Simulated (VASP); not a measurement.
# Lattice of MgGe3Pd across functionals, part 2 of 3

Wanted: equilibrium cells of MgGe3Pd at many levels, with their cost. The cell is invented: it takes the structure of a Materials Project entry for SrGe3Pd (space group 107 there), with some of its atoms replaced by other elements, volume scaled by an estimate. It may not be a known or stable phase.

VASP 6.6.1, plane waves and PAW; the level of theory is named at each step.

So far. Step 2 (Rough relaxation of the start cell): It ends with a largest force of 0.025 eV/Å and a pressure of 0.00 GPa.

### 3. Second relaxation

Level of this step: PBE; plane waves and PAW (Pd, Ge_d, Mg); invented cell (VASP).

The basis stayed that of the start cell while the cell moved. A rerun from the cell reached resets it; the error of the finite cutoff stays. The mesh changes with the cell too.

INCAR

```
SYSTEM = MgGe3Pd
PREC = Normal
ENCUT = 410
EDIFF = 1E-05
NELM = 60
ISMEAR = -1
SIGMA = 0.05
LREAL = .FALSE.
ALGO = Fast
GGA = PE
NBANDS = 33
LORBIT = 11
LWAVE = .FALSE.
LCHARG = .FALSE.
KPAR = 2
IBRION = 2
NSW = 40
ISIF = 3
EDIFFG = -0.04
```

POSCAR

```
MgGe3Pd
1.0
   -2.0571974133      2.0571974133      5.7428272240
    2.0571974133     -2.0571974133      5.7428272240
    2.0571974133      2.0571974133     -5.7428272240
Pd Ge Mg
1 3 1
Direct
    0.6111309453      0.6111309453      0.0000000000
    0.3968954419      0.3968954419      0.0000000000
    0.7504953380      0.2504953380      0.5000000000
    0.2504953380      0.7504953380      0.5000000000
    0.0386779467      0.0386779467      0.0000000000
```

KPOINTS

```
Automatic mesh
0
Gamma
6 6 6
0 0 0
```

Potentials, in the order of the species: Pd, Ge_d and Mg (PBE family, release 64).

Started as:

```console
mpirun -np 2 vasp_std
```

Output:

```text
[... set-up lines as in an earlier step ...]
 entering main loop
       N       E                     dE             d eps       ncg     rms          rms(c)
DAV:   1     0.449790855483E+03    0.44979E+03   -0.23175E+04  2336   0.354E+03
DAV:   2     0.526915460626E+02   -0.39710E+03   -0.38849E+03  1988   0.769E+02
DAV:   3    -0.182200401739E+02   -0.70912E+02   -0.70169E+02  2311   0.191E+02
DAV:   4    -0.216058788416E+02   -0.33858E+01   -0.33771E+01  2247   0.489E+01
DAV:   5    -0.216827140860E+02   -0.76835E-01   -0.76797E-01  2375   0.801E+00    0.680E+00
RMM:   6    -0.212770247067E+02    0.40569E+00   -0.10456E+00  2348   0.470E+00    0.374E+00
RMM:   7    -0.211427089814E+02    0.13432E+00   -0.33407E-01  2309   0.286E+00    0.210E+00
RMM:   8    -0.210933794743E+02    0.49330E-01   -0.15921E-01  2346   0.208E+00    0.335E-01
RMM:   9    -0.210934585534E+02   -0.79079E-04   -0.24165E-02  2814   0.786E-01    0.139E-01
RMM:  10    -0.210935395697E+02   -0.81016E-04   -0.34759E-03  2725   0.253E-01    0.834E-02
RMM:  11    -0.210935518473E+02   -0.12278E-04   -0.72220E-04  2182   0.129E-01    0.234E-02
RMM:  12    -0.210935694024E+02   -0.17555E-04   -0.29913E-04  1987   0.822E-02    0.271E-02
RMM:  13    -0.210935736077E+02   -0.42053E-05   -0.59285E-05  1813   0.392E-02
   1 F= -.21093574E+02 E0= -.21088677E+02  d E =-.210936E+02
 curvature:   0.00 expect dE= 0.000E+00 dE for cont linesearch  0.000E+00
 trial: gam= 0.00000 g(F)=  0.749E-03 g(S)=  0.232E-02 ort = 0.000E+00 (trialstep = 0.100E+01)
 search vector abs. value=  0.307E-02
 bond charge predicted
       N       E                     dE             d eps       ncg     rms          rms(c)
DAV:   1    -0.211058469841E+02   -0.12278E-01   -0.44344E-01  2775   0.587E+00    0.659E-01
RMM:   2    -0.210984529607E+02    0.73940E-02   -0.30388E-02  2348   0.184E+00    0.386E-01
RMM:   3    -0.210959415613E+02    0.25114E-02   -0.73444E-03  2351   0.632E-01    0.213E-01
RMM:   4    -0.210951398464E+02    0.80171E-03   -0.29942E-03  2374   0.375E-01    0.663E-02
RMM:   5    -0.210950922567E+02    0.47590E-04   -0.59635E-04  2356   0.225E-01    0.254E-02
RMM:   6    -0.210951044899E+02   -0.12233E-04   -0.17875E-04  2372   0.960E-02    0.167E-02
RMM:   7    -0.210951064356E+02   -0.19457E-05   -0.28518E-05  1734   0.432E-02
   2 F= -.21095106E+02 E0= -.21090548E+02  d E =-.153283E-02
 trial-energy change:   -0.001533  1 .order   -0.001604   -0.003070   -0.000138
 step:   1.0554(harm=  1.0469)  dis= 0.00315  next Energy=   -21.095110 (dE=-0.154E-02)
 reached required accuracy - stopping structural energy minimisation
```

Wall time 33 s (2 MPI ranks of Intel Xeon Platinum 8259CL at 2.50GHz (Skylake/Cascade Lake), shared host); peak memory 0.42 GiB; 65 s of CPU time.

From OUTCAR (step 3):

```text
  LATTYP: Found a body centered tetragonal cell.
 ALAT       =     4.1143948266
 C/A-ratio  =     2.7915780891

The static configuration has the point symmetry C_4v.

 Found     30 irreducible k-points:

   k-points           NKPTS =     30   k-points in BZ     NKDIM =     30   number of bands    NBANDS=     33

   dimension x,y,z NGX =    32 NGY =   32 NGZ =   32
   dimension x,y,z NGXF=    64 NGYF=   64 NGZF=   64

   ENCUT  =  410.0 eV  30.13 Ry    5.49 a.u.  10.63 10.63 10.63*2*pi/ulx,y,z

   NELECT =      54.0000    total number of electrons

 E-fermi :   6.3917

 k-point     1 :       0.0000    0.0000    0.0000
  band No.  band energies     occupation
    ...
     23       2.9475      2.00000
     24       3.2964      2.00000
     25       4.4901      2.00000
     26       4.4901      2.00000
     27       6.4145      0.77521
     28       6.7012      0.00408
     29       6.7013      0.00408
     30       8.7714      0.00000
     31       9.2403      0.00000
     32      11.1855      0.00000
    ...

 k-point     2 :       0.1667    0.0000    0.0000
  band No.  band energies     occupation
    ...
     23       2.8323      2.00000
     24       3.3027      2.00000
     25       4.5455      2.00000
     26       4.5801      2.00000
     27       5.2927      2.00000
     28       6.9625      0.00002
     29       7.6665      0.00000
     30       9.2558      0.00000
     31       9.6984      0.00000
     32      10.1936      0.00000
    ...

  Total        0.0931703      0.0931703     -0.0160095      0.0000000     -0.0000000      0.0000000
  in kB        1.5391809      1.5391809     -0.2644787      0.0000000     -0.0000000      0.0000000
  external PRESSURE =       0.9379610 kB  Pullay stress =       0.0000000 kB

  energy-cutoff  :      410.00
  volume of cell :       96.98
      direct lattice vectors                 reciprocal lattice vectors
    -2.059366298  2.059366298  5.717037517     0.000000000  0.242793135  0.087457883
     2.059366298 -2.059366298  5.717037517     0.242793135  0.000000000  0.087457883
     2.059366298  2.059366298 -5.717037517     0.242793135  0.242793135  0.000000000

 POSITION                                       TOTAL-FORCE (eV/Angst)
 -----------------------------------------------------------------------------------
      2.05937      2.05937      1.26619        -0.000000     -0.000000      0.033490
      0.00000      0.00000      4.54110         0.000000      0.000000     -0.023650
      0.00000      2.05937      2.86570         0.000000     -0.000000      0.012478
      2.05937      0.00000      2.86570        -0.000000      0.000000      0.012478
      2.05937      2.05937     -5.27630        -0.000000     -0.000000     -0.034798
 -----------------------------------------------------------------------------------
    total drift:                                0.000011      0.000011      0.009404

  FREE ENERGIE OF THE ION-ELECTRON SYSTEM (eV)
  ---------------------------------------------------
  free  energy   TOTEN  =       -21.0951064356 eV

  energy  without entropy=      -21.0859890743  energy(sigma->0) =      -21.09054775

 total charge
# of ion       s       p       d       tot
------------------------------------------
    1        0.501   0.537   8.571   9.609
    2        1.168   1.105  10.038  12.311
    3        1.209   1.041  10.041  12.291
    4        1.209   1.041  10.041  12.291
    5        0.174   0.091   0.016   0.280
--------------------------------------------------
tot          4.261   3.814  38.707  46.782

[... 2 parts as in an earlier step ...]

[... 7 further parts left out ...]
```

Relaxation path:

```csv
step,energy less that of the first step (eV),largest force (eV/Å),pressure (GPa),volume (Å³)
1,0.0000,0.0934,-0.14,97.22
2,-0.0015,0.0348,0.09,96.98
```

```csv
"conventional cell, symmetrised",before,after,change
a (Å),4.114,4.119,+0.1 %
b (Å),4.114,4.119,+0.1 %
c (Å),11.486,11.434,-0.4 %
volume (Å³/atom),19.44,19.40,-0.2 %
```

Final coordinates:

```xyz
5
Lattice="-2.0594 2.0594 5.7170 2.0594 -2.0594 5.7170 2.0594 2.0594 -5.7170" Properties=species:S:1:pos:R:3 pbc="T T T"
Pd    0.0000    0.0000    6.9832
Ge    0.0000    0.0000    4.5411
Ge    0.0000    2.0594    2.8657
Ge    2.0594    0.0000    2.8657
Mg    0.0000    0.0000    0.4407
```

Numbers from this step:

```
irreducible k-points            : 30
free energy (TOTEN)             : -21.10 eV
energy at zero smearing         : -21.09 eV
Fermi energy                    : 6.392 eV
pressure                        : 0.09380 GPa
SCF cycles over all ionic steps : 20
```

It ends with a largest force of 0.035 eV/Å and a pressure of 0.09 GPa.

### 4. Relaxation with PBE

Properties are meant for the cell that this level of theory prefers, so cell and atoms are relaxed first (ISIF = 3) until forces and stress are small; EDIFFG sets the threshold.

INCAR

```
SYSTEM = MgGe3Pd
PREC = Accurate
ENCUT = 520
EDIFF = 1E-06
NELM = 100
ISMEAR = -1
SIGMA = 0.05
LREAL = .FALSE.
ALGO = Normal
GGA = PE
NBANDS = 33
LORBIT = 11
LWAVE = .FALSE.
LCHARG = .FALSE.
KPAR = 2
IBRION = 2
NSW = 60
ISIF = 3
EDIFFG = -0.01
```

POSCAR

```
MgGe3Pd
1.0
   -2.0593662977      2.0593662977      5.7170375175
    2.0593662977     -2.0593662977      5.7170375175
    2.0593662977      2.0593662977     -5.7170375175
Pd Ge Mg
1 3 1
Direct
    0.6107384726      0.6107384726      0.0000000000
    0.3971550370      0.3971550370      0.0000000000
    0.7506277903      0.2506277903      0.5000000000
    0.2506277903      0.7506277903      0.5000000000
    0.0385459197      0.0385459197      0.0000000000
```

KPOINTS

```
Automatic mesh
0
Gamma
9 9 9
0 0 0
```

Started as:

```console
mpirun -np 2 vasp_std
```

Output:

```text
[... set-up lines as in an earlier step ...]
 entering main loop
       N       E                     dE             d eps       ncg     rms          rms(c)
DAV:   1     0.491811055532E+03    0.49181E+03   -0.26455E+04  5791   0.401E+03
DAV:   2     0.600029006907E+02   -0.43181E+03   -0.42178E+03  4950   0.852E+02
DAV:   3    -0.175130606623E+02   -0.77516E+02   -0.76631E+02  5649   0.206E+02
DAV:   4    -0.215398500285E+02   -0.40268E+01   -0.40113E+01  5765   0.533E+01
DAV:   5    -0.216313616352E+02   -0.91512E-01   -0.91441E-01  5795   0.889E+00    0.688E+00
DAV:   6    -0.212188101237E+02    0.41255E+00   -0.15045E+00  6424   0.930E+00    0.372E+00
DAV:   7    -0.210801602198E+02    0.13865E+00   -0.56691E-01  5546   0.619E+00    0.225E+00
DAV:   8    -0.210233611677E+02    0.56799E-01   -0.15254E-01  6430   0.468E+00    0.345E-01
DAV:   9    -0.210227804144E+02    0.58075E-03   -0.23519E-02  5659   0.142E+00    0.235E-01
DAV:  10    -0.210223206216E+02    0.45979E-03   -0.44075E-03  5518   0.754E-01    0.637E-02
DAV:  11    -0.210222457649E+02    0.74857E-04   -0.51144E-04  5492   0.528E-01    0.178E-02
DAV:  12    -0.210222516778E+02   -0.59129E-05   -0.59466E-05  6679   0.104E-01    0.108E-02
DAV:  13    -0.210222518527E+02   -0.17490E-06   -0.13718E-05  6405   0.362E-02    0.438E-03
DAV:  14    -0.210222516194E+02    0.23326E-06   -0.22359E-06  2898   0.301E-02
   1 F= -.21022252E+02 E0= -.21017407E+02  d E =-.210223E+02
 curvature:   0.00 expect dE= 0.000E+00 dE for cont linesearch  0.000E+00
 trial: gam= 0.00000 g(F)=  0.147E-03 g(S)=  0.394E-02 ort = 0.000E+00 (trialstep = 0.100E+01)
 search vector abs. value=  0.409E-02
 bond charge predicted
       N       E                     dE             d eps       ncg     rms          rms(c)
DAV:   1    -0.210871139320E+02   -0.64862E-01   -0.96187E-01  6084   0.134E+01    0.158E+00
DAV:   2    -0.210417607603E+02    0.45353E-01   -0.22286E-01  5788   0.609E+00    0.874E-01
DAV:   3    -0.210293207247E+02    0.12440E-01   -0.46774E-02  5794   0.265E+00    0.446E-01
DAV:   4    -0.210242910885E+02    0.50296E-02   -0.10825E-02  6339   0.127E+00    0.118E-01
DAV:   5    -0.210239686506E+02    0.32244E-03   -0.13757E-03  6254   0.108E+00    0.630E-02
DAV:   6    -0.210239254187E+02    0.43232E-04   -0.48250E-04  5787   0.517E-01    0.240E-02
DAV:   7    -0.210239300578E+02   -0.46391E-05   -0.10543E-04  6249   0.221E-01    0.124E-02
DAV:   8    -0.210239299980E+02    0.59850E-07   -0.18826E-05  6370   0.119E-01    0.398E-03
DAV:   9    -0.210239297693E+02    0.22863E-06   -0.33697E-06  3767   0.453E-02
   2 F= -.21023930E+02 E0= -.21019073E+02  d E =-.167815E-02
[... from here on, the cycles between the ionic steps are left out ...]
   3 F= -.21023978E+02 E0= -.21019123E+02  d E =-.172667E-02
   4 F= -.21023985E+02 E0= -.21019130E+02  d E =-.173288E-02
   5 F= -.21023982E+02 E0= -.21019127E+02  d E =-.173084E-02
   6 F= -.21023985E+02 E0= -.21019130E+02  d E =-.173299E-02
   7 F= -.21024275E+02 E0= -.21019435E+02  d E =-.290678E-03
   8 F= -.21024404E+02 E0= -.21019576E+02  d E =-.419568E-03
   9 F= -.21024420E+02 E0= -.21019597E+02  d E =-.435478E-03
 curvature:  -1.18 expect dE=-0.941E-04 dE for cont linesearch -0.121E-07
 trial: gam= 0.21778 g(F)=  0.629E-04 g(S)=  0.167E-04 ort = 0.200E-05 (trialstep = 0.123E+01)
 search vector abs. value=  0.990E-04
 bond charge predicted
       N       E                     dE             d eps       ncg     rms          rms(c)
DAV:   1    -0.210245329900E+02   -0.11278E-03   -0.38037E-02  5634   0.113E+00    0.739E-02
DAV:   2    -0.210245072699E+02    0.25720E-04   -0.12353E-03  6217   0.354E-01    0.424E-02
DAV:   3    -0.210244813124E+02    0.25958E-04   -0.14895E-04  5967   0.201E-01    0.232E-02
DAV:   4    -0.210244697584E+02    0.11554E-04   -0.43258E-05  6495   0.789E-02    0.680E-03
DAV:   5    -0.210244678305E+02    0.19279E-05   -0.30680E-06  3898   0.360E-02    0.337E-03
DAV:   6    -0.210244670720E+02    0.75846E-06   -0.84494E-07  2528   0.348E-02
  10 F= -.21024467E+02 E0= -.21019630E+02  d E =-.469842E-04
 trial-energy change:   -0.000047  1 .order   -0.000045   -0.000099    0.000010
 step:   1.1233(harm=  1.1233)  dis= 0.00206  next Energy=   -21.024465 (dE=-0.450E-04)
 reached required accuracy - stopping structural energy minimisation
```

Wall time 13 min (2 MPI ranks); peak memory 0.99 GiB; 26 min of CPU time.

OUTCAR, selected parts (step 4):

```text
  LATTYP: Found a body centered tetragonal cell.
 ALAT       =     4.1187325954
 C/A-ratio  =     2.7761149262

The static configuration has the point symmetry C_4v.

 Found     75 irreducible k-points:

   k-points           NKPTS =     75   k-points in BZ     NKDIM =     75   number of bands    NBANDS=     33

   dimension x,y,z NGX =    48 NGY =   48 NGZ =   48
   dimension x,y,z NGXF=    96 NGYF=   96 NGZF=   96

   ENCUT  =  520.0 eV  38.22 Ry    6.18 a.u.  11.93 11.93 11.93*2*pi/ulx,y,z

   NELECT =      54.0000    total number of electrons

 E-fermi :   6.2271

 k-point     1 :       0.0000    0.0000    0.0000
  band No.  band energies     occupation
    ...
     22       2.4913      2.00000
     23       2.8648      2.00000
     24       3.2148      2.00000
     25       4.4239      2.00000
     26       4.4239      2.00000
     27       6.3126      0.30633
     28       6.6028      0.00109
     29       6.6028      0.00109
     30       8.6527      0.00000
     31       9.0827      0.00000
    ...

 k-point     2 :       0.1111    0.0000   -0.0000
  band No.  band energies     occupation
    ...
     23       2.8107      2.00000
     24       3.2121      2.00000
     25       4.4477      2.00000
     26       4.4706      2.00000
     27       5.6710      1.99997
     28       6.7285      0.00009
     29       7.0530      0.00000
     30       8.9477      0.00000
     31       9.5850      0.00000
     32      10.5065      0.00000
    ...

  Total       -0.0223504     -0.0223504     -0.0268563      0.0000000      0.0000000      0.0000000
  in kB       -0.3661893     -0.3661893     -0.4400125      0.0000000      0.0000000      0.0000000
  external PRESSURE =      -0.3907970 kB  Pullay stress =       0.0000000 kB

  energy-cutoff  :      520.00
  volume of cell :       97.79
      direct lattice vectors                 reciprocal lattice vectors
    -2.069788531  2.069788531  5.706623699     0.000000000  0.241570572  0.087617482
     2.069788531 -2.069788531  5.706623699     0.241570572  0.000000000  0.087617482
     2.069788531  2.069788531 -5.706623699     0.241570572  0.241570572  0.000000000

 POSITION                                       TOTAL-FORCE (eV/Angst)
 -----------------------------------------------------------------------------------
      0.00000      0.00000      6.97771        -0.000000     -0.000000      0.000295
      0.00000      0.00000      4.53448         0.000000      0.000000      0.003372
      0.00000      2.06979      2.85700         0.000000     -0.000000      0.002562
      2.06979      0.00000      2.85700        -0.000000      0.000000      0.002562
      0.00000      0.00000      0.43804         0.000000      0.000000     -0.008791
 -----------------------------------------------------------------------------------
    total drift:                               -0.000002     -0.000002      0.003688

  FREE ENERGIE OF THE ION-ELECTRON SYSTEM (eV)
  ---------------------------------------------------
  free  energy   TOTEN  =       -21.0244670720 eV

  energy  without entropy=      -21.0147937020  energy(sigma->0) =      -21.01963039

 total charge
# of ion       s       p       d       tot
------------------------------------------
    1        0.500   0.539   8.561   9.600
    2        1.169   1.103  10.035  12.307
    3        1.209   1.035  10.040  12.284
    4        1.209   1.035  10.040  12.284
    5        0.172   0.089   0.016   0.277
--------------------------------------------------
tot          4.260   3.801  38.691  46.752

[... 2 parts as in an earlier step ...]

[... 7 further parts left out ...]
```

Step by step:

```csv
step,energy less that of the first step (eV),largest force (eV/Å),pressure (GPa),volume (Å³)
1,0.0000,0.0477,0.55,96.98
2,-0.0017,0.0524,-0.11,97.93
3,-0.0017,0.0468,-0.12,97.84
4,-0.0017,0.0431,0.13,97.77
5,-0.0017,0.0463,-0.08,97.82
6,-0.0017,0.0450,-0.04,97.80
7,-0.0020,0.0375,-0.04,97.78
8,-0.0022,0.0309,0.00,97.75
9,-0.0022,0.0283,0.02,97.74
10,-0.0022,0.0088,-0.04,97.79
```

```csv
"conventional cell, symmetrised",before,after,change
a (Å),4.119,4.140,+0.5 %
b (Å),4.119,4.140,+0.5 %
c (Å),11.434,11.413,-0.2 %
volume (Å³/atom),19.40,19.56,+0.8 %
```

The relaxed structure:

```cif
data_structure
_symmetry_space_group_name_H-M 'P 1'
_symmetry_Int_Tables_number 1
_cell_length_a 6.4135
_cell_length_b 6.4135
_cell_length_c 6.4135
_cell_angle_alpha 142.345
_cell_angle_beta 142.345
_cell_angle_gamma 54.310
_cell_volume 97.79
loop_
_atom_site_label
_atom_site_type_symbol
_atom_site_fract_x
_atom_site_fract_y
_atom_site_fract_z
_atom_site_occupancy
Pd1 Pd 0.61137 0.61137 0.00000 1
Ge2 Ge 0.39730 0.39730 0.00000 1
Ge3 Ge 0.75032 0.25032 0.50000 1
Ge4 Ge 0.25032 0.75032 0.50000 1
Mg5 Mg 0.03838 0.03838 0.00000 1
```

Numbers from this step:

* irreducible k-points: 75
* free energy (TOTEN): -21.02 eV
* energy at zero smearing: -21.02 eV
* Fermi energy: 6.227 eV
* pressure: -0.03908 GPa
* SCF cycles over all ionic steps: 68

It ends with a largest force of 0.009 eV/Å and a pressure of -0.04 GPa. The conventional cell has a = 4.140 and c = 11.413 Å.

(Part 2 of 3 ends here.)

[Lines on the potential files, build, host, timing and source positions are cut from VASP's logs without a mark.]

[Logs are printed without paths, hosts, clocks, repeated set-up lines and the standing remarks that a program may print on its own settings, such as how far it seeks lower states.]

[Hosts, paths, dates, database ids (printed as entryN), source tags and the programs' standing remarks are cut or masked in the printed files.]

[A measured line is paired with the nearest computed mode of its activity, which favours agreement.]
